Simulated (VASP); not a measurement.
An input for Quantum ESPRESSO's pw.x (written as the equivalent of a VASP run, and not itself run):

```
&CONTROL
  calculation = 'vc-relax'
  pseudo_dir = './pseudo'
  outdir = './out'
  tprnfor = .true.
  tstress = .true.
  nstep = 40
  forc_conv_thr = 0.00078
/
&SYSTEM
  ibrav = 0
  nat = 2
  ntyp = 2
  ecutwfc = 84
  occupations = 'smearing'
  smearing = 'gaussian'
  degauss = 0.003675
  input_dft = 'pbesol'
/
&ELECTRONS
  conv_thr = 7.3e-08
  electron_maxstep = 100
/
&IONS
/
&CELL
  press = 300
/
ATOMIC_SPECIES
  B 10.810 B.upf
  N 14.007 N.upf
CELL_PARAMETERS angstrom
     0.0000000    1.7751407    1.7751407
     1.7751407    0.0000000    1.7751407
     1.7751407    1.7751407    0.0000000
ATOMIC_POSITIONS crystal
  B    0.0000000  0.0000000  0.0000000
  N    0.2500000  0.2500000  0.2500000
K_POINTS automatic
  13 13 13 0 0 0
```

Problem. Write the VASP files for the same calculation (PBEsol).

Solution. Several could match; the one computed here: 
### POSCAR
```
BN
1
    0.0000000000     1.7751407429     1.7751407429
    1.7751407429     0.0000000000     1.7751407429
    1.7751407429     1.7751407429     0.0000000000
B N
1 1
Direct
  0.0000000000   0.0000000000   0.0000000000
  0.2500000000   0.2500000000   0.2500000000
```

File KPOINTS:
```
Automatic mesh
0
gamma
  13 13 13
0 0 0
```

**INCAR**
```
SYSTEM = BN
PREC = Accurate; ENCUT = 620; LREAL = .False.
LASPH = .True.
EDIFF = 1E-6; NELM = 100; ALGO = Normal
ISMEAR = 0; SIGMA = 0.05
GGA = PS
IBRION = 2; NSW = 40; ISIF = 3
EDIFFG = -0.02; PSTRESS = 300
LWAVE = .False.; LCHARG = .False.
```

POTCAR, in this order: B N (PBE.64 set). Program: vasp_std.

What does not carry over: the potentials are each code's own (VASP's PAW set, PseudoDojo norm-conserving files in pw.x), so ENCUT and ecutwfc are chosen apart and not converted; conv_thr bounds pw.x's estimated SCF error, while EDIFF bounds the energy change between steps; forc_conv_thr acts on force components and is met together with etot_conv_thr.

The structure was generated: BN was put into the zinc blende type (F-43m), which need not be its known phase. This run relaxes it under an external pressure of 30 GPa. Symmetry was kept, so distortions that lower it aren't found.
